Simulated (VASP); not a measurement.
The input files of a VASP run:

File KPOINTS:
```
Automatic mesh
0
gamma
6 6 6
0 0 0
```

### INCAR
```
SYSTEM = SrTe
PREC = Accurate; ENCUT = 520; LREAL = .FALSE.
LASPH = .TRUE.
EDIFF = 1E-6; NELM = 100; ALGO = Normal
LMAXMIX = 4
ISMEAR = 0; SIGMA = 0.05
GGA = PE
LWAVE = .TRUE.; LCHARG = .FALSE.
```

File POSCAR:
```
SrTe
1
    0.0000000000     3.3624602352     3.3624602352
    3.3624602352     0.0000000000     3.3624602352
    3.3624602352     3.3624602352     0.0000000000
Sr Te
1 1
Direct
  0.0000000000   0.0000000000   0.0000000000
  0.5000000000   0.5000000000   0.5000000000
```

POTCAR, in this order: Sr_sv Te (PBE.64 set). Program: vasp_std.

Q: Translate this PBE calculation to Ansatz.

A: One equivalent input (not run):
Ansatz 0.2 input:
```yaml
crystal:
  lattice:
    - [0.0000000, 3.3624602, 3.3624602]
    - [3.3624602, 0.0000000, 3.3624602]
    - [3.3624602, 3.3624602, 0.0000000]
  atoms:
    - { symbol: Sr, position: [0.0000000, 0.0000000, 0.0000000] }
    - { symbol: Te, position: [0.5000000, 0.5000000, 0.5000000] }
kpoints:
  mp_grid: { grid: [6, 6, 6] }
hamiltonian:
  xc: pbe
  pseudopotentials: { kind: paw }
scf:
  occupations: { method: gaussian, width: 0.05 }
  max_iter: 100
output: { forces: true, stress: true, eigenvalues: true }
```
The two are equivalent in intent, not identical: each code has its own PAW files, so the cut-off isn't converted (ENCUT is set for VASP's; basis.ecutwfc is left out, and Ansatz then takes the one that its files recommend); Ansatz stops its SCF on the density residual and VASP on the energy change (EDIFF).

The compound is SrTe in the rock salt structure. It was relaxed first.
